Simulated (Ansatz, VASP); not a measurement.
Bi4O: VASP beside Ansatz

The input INCAR:

```
ALGO = Normal
EDIFF = 1E-7
EDIFFG = -0.01
ENCUT = 600
GGA = PE
IBRION = 2
ISIF = 3
ISMEAR = 0
LASPH = True
LCHARG = False
LREAL = False
LWAVE = False
NELM = 100
NSW = 100
PREC = Accurate
SIGMA = 0.1
```

The input KPOINTS:

```
k-points
0
Gamma
  8 8 8
```

The input POSCAR:

```
Bi4O
1.0
    5.1802983624      0.0000000000      0.0000000000
    0.0000000000      5.1802983624      0.0000000000
    0.0000000000      0.0000000000      5.1802983624
Bi O
4 1
Direct
    0.2622349952      0.2622349952      0.2622349952
    0.7377650048      0.7377650048      0.2622349952
    0.7377650048      0.2622349952      0.7377650048
    0.2622349952      0.7377650048      0.7377650048
    0.0000000000      0.0000000000      0.0000000000
```

Input for Ansatz:

```yaml
crystal:
  lattice:
    - [5.1802983624, 0.0, 0.0]
    - [0.0, 5.1802983624, 0.0]
    - [0.0, 0.0, 5.1802983624]
  atoms:
    - { symbol: Bi, position: [0.2622349952, 0.2622349952, 0.2622349952] }
    - { symbol: Bi, position: [0.7377650048, 0.7377650048, 0.2622349952] }
    - { symbol: Bi, position: [0.7377650048, 0.2622349952, 0.7377650048] }
    - { symbol: Bi, position: [0.2622349952, 0.7377650048, 0.7377650048] }
    - { symbol: O, position: [0.0, 0.0, 0.0] }
basis:
  ecutwfc: 420
kpoints:
  mp_grid: { grid: [8, 8, 8] }
hamiltonian:
  xc: pbe
scf:
  occupations: { method: gaussian, width: 0.1 }
output:
  forces: true
  stress: true
  eigenvalues: true
relax:
  adjacent_minimum: "off"
  f_tol: 0.01
  max_steps: 80
  cell: { stress_tol: 0.05 }
```

Change from the starting cell: ordered vacancies on the anion sites of cuprite (P-43m, No. 215).

Alike in both runs: task relaxation of cell and atoms; functional PBE; k mesh 8 × 8 × 8; occupations gaussian, width 0.1 eV; no spin polarisation.

|  | VASP | Ansatz |
| --- | --- | --- |
| version | VASP 6.6.1 | Ansatz 0.2.0 |
| potentials or method | VASP PAW PBE potentials, release 64 (Bi_d, O) | scalar-relativistic, plane waves, PAW |
| plane-wave cutoff (eV) | 600 | 420 |
| valence electrons in the cell | 66 | 66 |

VASP gave:

* gap on the k mesh at the Fermi level, each at its own relaxed structure (eV): none
* relaxed volume (Å³/atom): 27.66
* relaxed cell length with the largest relative difference (Å): 5.172

Q: Estimate Ansatz's values.

A: gap on the k mesh at the Fermi level, each at its own relaxed structure (eV): none; relaxed volume (Å³/atom): 27.67; relaxed cell length with the largest relative difference (Å): 5.172.

A gap of «none» marks a metal or a gap that the smearing closes.

Caveats: spin-orbit coupling is left out, which moves the levels of the heavy elements.
